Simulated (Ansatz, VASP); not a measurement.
# Cross-check of Sb (Antimony) between VASP and Ansatz

Aim: how closely do two programs agree when they are given the same cell, functional and k mesh? Of the first pair: The cell is taken from a series of runs on this material, whose earlier steps may have relaxed, scaled, displaced or heated it; both programs get it as it stands.

Calculated with Ansatz 0.2.0; plane waves, with VASP 6.6.1 beside it; elastic constants at LDA.

**1. The structure**

Symmetry: Pm-3m, No. 221, cubic system. Conventional cell: a = 3.683 Å, b = 3.683 Å, c = 3.683 Å, α = 90.00°, β = 90.00°, γ = 90.00°. Nearest to Sb lie 6 Sb at 3.68 Å.

Structure file:

```cif
data_structure
_symmetry_space_group_name_H-M 'Pm-3m'
_symmetry_Int_Tables_number 221
_cell_length_a 3.6832
_cell_length_b 3.6832
_cell_length_c 3.6832
_cell_angle_alpha 90.000
_cell_angle_beta 90.000
_cell_angle_gamma 90.000
_cell_volume 49.96
loop_
_atom_site_label
_atom_site_type_symbol
_atom_site_symmetry_multiplicity
_atom_site_Wyckoff_symbol
_atom_site_fract_x
_atom_site_fract_y
_atom_site_fract_z
_atom_site_occupancy
Sb1 Sb 1 b 0.50000 0.50000 0.50000 1
```

**2. VASP: elastic constants, LDA, pair 1**

Elastic constants are differences of stresses under small strains, so they test the stress and the mesh.

Lines of VASP's logs that name or quote its potential files are left out, and so is its time.

INCAR reads:

```
SYSTEM = Sb
PREC = Accurate
ENCUT = 500
EDIFF = 1E-08
NELM = 120
ISMEAR = 0
SIGMA = 0.1
LREAL = .FALSE.
ALGO = Normal
GGA = PW92
NBANDS = 11
LORBIT = 11
LWAVE = .FALSE.
LCHARG = .FALSE.
ISIF = 3
IBRION = 6
NFREE = 2
POTIM = 0.015
NSW = 1
LASPH = .TRUE.
GGA_COMPAT = .FALSE.
EFERMI = MIDGAP
```

POSCAR reads:

```
Sb
1.0
    2.6043955248      1.5036484573      4.2529214785
   -2.6043955248      1.5036484573      4.2529214785
    0.0000000000     -3.0072969146      4.2529214785
Sb
2
Direct
    0.2500000000      0.2500000000      0.2500000000
    0.7500000000      0.7500000000      0.7500000000
```

KPOINTS reads:

```
Automatic mesh
0
Gamma
1 1 1
0 0 0
```

PAW data sets: Sb (LDA family, release 64).

On the command line:

```bash
$ mpirun -np 2 vasp_std
```

Numbers of over 12 decimals in the logs are rounded to 6 here.

What it wrote:

```text
[banner, memory and clock lines left out]
running    2 mpi-ranks, on    1 nodes
 distrk:  each k-point on    2 cores,    1 groups
 distr:  one band on    1 cores,    2 groups

 POSCAR found type information on POSCAR Sb
 POSCAR found :  1 types and       2 ions
|                                                                             |
|               ----> ADVICE to this user running VASP <----                  |
|                                                                             |
|     You enforced a specific xc type in the INCAR file but a different       |
|     [... a line on the potential file left out ...]
|     I HOPE YOU KNOW WHAT YOU ARE DOING!                                     |
|                                                                             |

 LDA part: xc-table for (Slater(with rela. corr.)+PW92), standard interpolation
|                                                                             |
|           W    W    AA    RRRRR   N    N  II  N    N   GGGG   !!!           |
|           W    W   A  A   R    R  NN   N  II  NN   N  G    G  !!!           |
|           W    W  A    A  R    R  N N  N  II  N N  N  G       !!!           |
|           W WW W  AAAAAA  RRRRR   N  N N  II  N  N N  G  GGG   !            |
|           WW  WW  A    A  R   R   N   NN  II  N   NN  G    G                |
|           W    W  A    A  R    R  N    N  II  N    N   GGGG   !!!           |
|                                                                             |
|     The number of bands has been changed from the values supplied in        |
|     The orbitals not found in the WAVECAR file will be initialized with     |
|     random numbers, which is usually adequate. For correlated               |
|     calculations, however, you should redo the groundstate calculation.     |
|     I found NBANDS = 11. Now, NBANDS = 12.                                  |
|                                                                             |

 POSCAR, INCAR and KPOINTS ok, starting setup
 FFT: planning ... GRIDC
 FFT: planning ... GRID_SOFT
 FFT: planning ... GRID
 WAVECAR not read
 entering main loop
       N       E                     dE             d eps       ncg     rms          rms(c)
DAV:   1     0.474983887921E+02    0.47498E+02   -0.32400E+03    24   0.619E+02
DAV:   2    -0.138184542549E+01   -0.48880E+02   -0.47851E+02    36   0.110E+02
DAV:   3    -0.415651056658E+01   -0.27747E+01   -0.27531E+01    32   0.254E+01
DAV:   4    -0.418861658210E+01   -0.32106E-01   -0.32105E-01    24   0.336E+00
DAV:   5    -0.418919794915E+01   -0.58137E-03   -0.58137E-03    32   0.527E-01    0.164E+00
DAV:   6    -0.418297714962E+01    0.62208E-02   -0.10981E-02    24   0.498E-01    0.107E+00
DAV:   7    -0.419437563156E+01   -0.11398E-01   -0.32342E-02    24   0.853E-01    0.102E-01
DAV:   8    -0.419634115520E+01   -0.19655E-02   -0.32316E-04    24   0.111E-01    0.302E-02
DAV:   9    -0.419661981027E+01   -0.27866E-03   -0.67822E-05    24   0.435E-02    0.665E-03
DAV:  10    -0.419662523422E+01   -0.54239E-05   -0.49227E-06    24   0.986E-03    0.254E-03
DAV:  11    -0.419662602298E+01   -0.78876E-06   -0.12434E-06    24   0.501E-03    0.110E-03
DAV:  12    -0.419662603480E+01   -0.11825E-07   -0.30717E-08    32   0.970E-04    0.212E-04
DAV:  13    -0.419662603526E+01   -0.45378E-09   -0.23351E-09    16   0.290E-04
   1 F= -.41966260E+01 E0= -.41966260E+01  d E =-.766094E-86
[... from here on, the cycles between the ionic steps are left out ...]
   2 F= -.41942201E+01 E0= -.41942201E+01  d E =-.115845E-75
   6 F= -.41950191E+01 E0= -.41950191E+01  d E =-.284719E-80
   7 F= -.41934206E+01 E0= -.41934206E+01  d E =-.143238E-83
   8 F= -.41952088E+01 E0= -.41952088E+01  d E =-.896521E-79
   9 F= -.41952088E+01 E0= -.41952088E+01  d E =-.896139E-79
  10 F= -.41943778E+01 E0= -.41943778E+01  d E =-.138191E-75
  11 F= -.41943385E+01 E0= -.41943385E+01  d E =-.554183E-79
  12 F= -.41943585E+01 E0= -.41943585E+01  d E =-.915317E-77
  13 F= -.41943585E+01 E0= -.41943585E+01  d E =-.914989E-77
  14 F= -.41965485E+01 E0= -.41965485E+01  d E =-.784740E-86
 Finite differences progress:
  Degree of freedom:   7/  7
  Displacement:        1/  2
  Total:              13/ 14
 bond charge predicted
       N       E                     dE             d eps       ncg     rms          rms(c)
DAV:   1    -0.419627229879E+01    0.27618E-03   -0.26090E-01    24   0.233E+00    0.586E-02
DAV:   2    -0.419655162398E+01   -0.27933E-03   -0.28343E-03    24   0.336E-01    0.365E-02
DAV:   3    -0.419654792156E+01    0.37024E-05   -0.82443E-05    24   0.454E-02    0.988E-03
DAV:   4    -0.419654896187E+01   -0.10403E-05   -0.77652E-06    32   0.148E-02    0.265E-03
DAV:   5    -0.419654846124E+01    0.50063E-06   -0.27599E-06    24   0.652E-03    0.644E-04
DAV:   6    -0.419654848229E+01   -0.21056E-07   -0.25856E-07    24   0.231E-03    0.395E-04
DAV:   7    -0.419654847512E+01    0.71685E-08   -0.56090E-08    28   0.101E-03
  15 F= -.41965485E+01 E0= -.41965485E+01  d E =-.784734E-86
 Finite differences progress:
  Degree of freedom:   7/  7
  Displacement:        2/  2
  Total:              14/ 14
```

From OUTCAR (step 2):

```text
ion  position               nearest neighbor table
   1  0.250  0.250  0.250-   2 3.68   2 3.68   2 3.68   2 3.68   2 3.68   2 3.68
   2  0.750  0.750  0.750-   1 3.68   1 3.68   1 3.68   1 3.68   1 3.68   1 3.68

  LATTYP: Found a face centered cubic cell.
 ALAT       =     7.3662983696

 Subroutine GETGRP returns: Found 48 space group operations
 (whereof 48 operations were pure point group operations)

The static configuration has the point symmetry O_h .

 Found      1 irreducible k-points:

   k-points           NKPTS =      1   k-points in BZ     NKDIM =      1   number of bands    NBANDS=     12

   dimension x,y,z NGX =    40 NGY =   40 NGZ =   40
   dimension x,y,z NGXF=    80 NGYF=   80 NGZF=   80

   ENCUT  =  500.0 eV  36.75 Ry    6.06 a.u.   9.50  9.50  9.50*2*pi/ulx,y,z

   NELECT =      10.0000    total number of electrons

 k-points in reciprocal lattice and weights: Automatic mesh
   0.00000000  0.00000000  0.00000000       1.000

 average (electrostatic) potential at core
       1 -90.7719       2 -90.7719

 E-fermi :   2.8948

 k-point     1 :       0.0000    0.0000    0.0000
  band No.  band energies     occupation
      1      -7.1878      2.00000
      2      -4.1962      2.00000
      3       1.4903      2.00000
      4       1.4906      2.00000
      5       1.4908      2.00000
      6       4.2988      0.00000
      7       4.2989      0.00000
      8       4.2994      0.00000
      9       7.5263      0.00000
     10       7.5266      0.00000
    ...

  Total        0.0554286      0.0537312      0.0543509     -0.0000000     -0.0008778      0.0000000
  in kB        0.8886944      0.8614799      0.8714164     -0.0000000     -0.0140746      0.0000000
  external PRESSURE =       0.8738635 kB  Pullay stress =       0.0000000 kB

  energy-cutoff  :      500.00
  volume of cell :       99.93
      direct lattice vectors                 reciprocal lattice vectors
     2.604395525  1.503648457  4.252921479     0.191983128  0.110841511  0.078377495
    -2.604395525  1.503648457  4.252921479    -0.191983128  0.110841511  0.078377495
     0.000000000 -3.007296915  4.252921479     0.000000000 -0.221683022  0.078377495

 POSITION                                       TOTAL-FORCE (eV/Angst)
 -----------------------------------------------------------------------------------
     -0.01500      0.00000      3.18969         0.010381      0.000000     -0.000000
      0.00000      0.00000      9.56907        -0.010381     -0.000000      0.000000
 -----------------------------------------------------------------------------------
    total drift:                                0.000040     -0.000000     -0.000000

  FREE ENERGIE OF THE ION-ELECTRON SYSTEM (eV)
  ---------------------------------------------------
  free  energy   TOTEN  =        -4.1965484751 eV

  energy  without entropy=       -4.1965484751  energy(sigma->0) =       -4.19654848

  SYMMETRIZED ELASTIC MODULI (kBar)
 Direction    XX          YY          ZZ          XY          YZ          ZX
 --------------------------------------------------------------------------------
 XX         464.1357     60.9204    182.3319      0.0000   -171.7049      0.0000
 YY          60.9204    464.1357    182.3319      0.0000    171.7049      0.0000
 ZZ         182.3319    182.3319    342.7084     -0.0000      0.0000      0.0000
 XY          -0.0000      0.0000      0.0000    201.6076     -0.0000   -171.7049
 YZ        -171.7049    171.7049      0.0000      0.0000    323.0166      0.0000
 ZX           0.0000      0.0000      0.0000   -171.7049      0.0000    323.0166
 --------------------------------------------------------------------------------

 Eigenvectors and eigenvalues of the dynamical matrix
 ----------------------------------------------------

   1 f  =    1.667565 THz    10.477617 2PiTHz   55.623968 cm-1     6.896490 meV
             X         Y         Z           dx          dy          dz
      0.000000  0.000000  3.189691    -0.707107    0.000002   -0.000000
      0.000000  0.000000  9.569073     0.707107   -0.000002    0.000000

   2 f  =    1.667565 THz    10.477617 2PiTHz   55.623968 cm-1     6.896490 meV
             X         Y         Z           dx          dy          dz
      0.000000  0.000000  3.189691    -0.000002   -0.707107    0.000000
      0.000000  0.000000  9.569073     0.000002    0.707107   -0.000000

   3 f  =    1.667549 THz    10.477522 2PiTHz   55.623463 cm-1     6.896427 meV
             X         Y         Z           dx          dy          dz
      0.000000  0.000000  3.189691    -0.000000   -0.000000   -0.707107
      0.000000  0.000000  9.569073     0.000000    0.000000    0.707107

   4 f  =    0.000000 THz     0.000000 2PiTHz    0.000001 cm-1     0.000000 meV
             X         Y         Z           dx          dy          dz
      0.000000  0.000000  3.189691     0.000000    0.062647    0.704326
      0.000000  0.000000  9.569073     0.000000    0.062647    0.704326

   5 f  =    0.000000 THz     0.000000 2PiTHz    0.000000 cm-1     0.000000 meV
             X         Y         Z           dx          dy          dz
      0.000000  0.000000  3.189691     0.707107   -0.000000   -0.000000
      0.000000  0.000000  9.569073     0.707107   -0.000000   -0.000000

   6 f/i=    0.000000 THz     0.000000 2PiTHz    0.000000 cm-1     0.000000 meV
             X         Y         Z           dx          dy          dz
      0.000000  0.000000  3.189691    -0.000000   -0.704326    0.062647
      0.000000  0.000000  9.569073    -0.000000   -0.704326    0.062647

 ELASTIC MODULI CONTR FROM IONIC RELAXATION (kBar)
 Direction    XX          YY          ZZ          XY          YZ          ZX
 --------------------------------------------------------------------------------
 XX           0.0000      0.0000      0.0000      0.0000      0.0000      0.0000
 YY           0.0000      0.0000      0.0000      0.0000      0.0000      0.0000
 ZZ           0.0000      0.0000      0.0000      0.0000      0.0000      0.0000
 XY           0.0000      0.0000      0.0000      0.0000      0.0000      0.0000
 YZ           0.0000      0.0000      0.0000      0.0000      0.0000      0.0000
 ZX           0.0000      0.0000      0.0000      0.0000      0.0000      0.0000
 --------------------------------------------------------------------------------

 TOTAL ELASTIC MODULI (kBar)
 Direction    XX          YY          ZZ          XY          YZ          ZX
 --------------------------------------------------------------------------------
 XX         464.1357     60.9204    182.3319      0.0000   -171.7049      0.0000
 YY          60.9204    464.1357    182.3319      0.0000    171.7049      0.0000
 ZZ         182.3319    182.3319    342.7084     -0.0000      0.0000      0.0000
 XY          -0.0000      0.0000      0.0000    201.6076     -0.0000   -171.7049
 YZ        -171.7049    171.7049      0.0000      0.0000    323.0166      0.0000
 ZX           0.0000      0.0000      0.0000   -171.7049      0.0000    323.0166
 --------------------------------------------------------------------------------

 total charge
# of ion       s       p       d       tot
------------------------------------------
    1        1.235   1.120   0.000   2.355
    2        1.235   1.120   0.000   2.355
--------------------------------------------------
tot          2.470   2.239   0.000   4.710
```

Levels, forces or a CONTCAR printed for this step are those of its last displaced cell, not of the structure at rest.

[end of part 1 of 2]

[Lines on the potential files, build, host, timing and source positions are cut from VASP's logs without a mark.]

[Logs are printed without paths, hosts, clocks, repeated set-up lines and the standing remarks that a program may print on its own settings, such as how far it seeks lower states.]

[Hosts, paths, dates, database ids (printed as entryN), source tags and the programs' standing remarks are cut or masked in the printed files.]
